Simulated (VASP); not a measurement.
OSZICAR of a VASP run on Cu (fcc):

OSZICAR:
```
       N       E                     dE             d eps       ncg     rms          rms(c)
DAV:   1     0.331639807007E+02    0.33164E+02   -0.48803E+03  1008   0.164E+03
DAV:   2    -0.426622314989E+01   -0.37430E+02   -0.35412E+02  1017   0.185E+02
DAV:   3    -0.460054784693E+01   -0.33432E+00   -0.33382E+00  1222   0.252E+01
DAV:   4    -0.460275690209E+01   -0.22091E-02   -0.22089E-02  1309   0.183E+00
DAV:   5    -0.460278594240E+01   -0.29040E-04   -0.29039E-04  1158   0.159E-01    0.760E+00
DAV:   6    -0.414659210505E+01    0.45619E+00   -0.17815E+01  1061   0.958E+01    0.425E+00
DAV:   7    -0.373641657843E+01    0.41018E+00   -0.29235E+00  1071   0.387E+01    0.518E-01
DAV:   8    -0.372786806371E+01    0.85485E-02   -0.77767E-03  1217   0.181E+00    0.343E-01
DAV:   9    -0.372578177355E+01    0.20863E-02   -0.15089E-02  1097   0.261E+00    0.268E-02
DAV:  10    -0.372578625530E+01   -0.44817E-05   -0.33714E-05  1504   0.103E-01    0.112E-02
DAV:  11    -0.372578477519E+01    0.14801E-05   -0.28006E-06  1051   0.357E-02    0.507E-04
DAV:  12    -0.372578484354E+01   -0.68341E-07   -0.30928E-08   606   0.291E-03
   1 F= -.37257848E+01 E0= -.37259893E+01  d E =0.613488E-03
```

### Question
Which electronic solver shows in the log?

### Answer
It is blocked Davidson (ALGO = Normal, or the opening steps of other solvers). The INCAR had ALGO = Normal.

### Question
Can the final energy be trusted as converged?

### Answer
Self-consistency was reached. It stopped with EDIFF = 1E-6, NELM = 100 (PBE GGA, plane waves, VASP's PBE PAW potentials (set 64)).

The compound is Cu in the fcc structure. The cell was not relaxed at this level. The run is one of a series of settings (KPOINTS 11×11×11 Monkhorst-Pack mesh against the base run), some of them coarse on purpose.
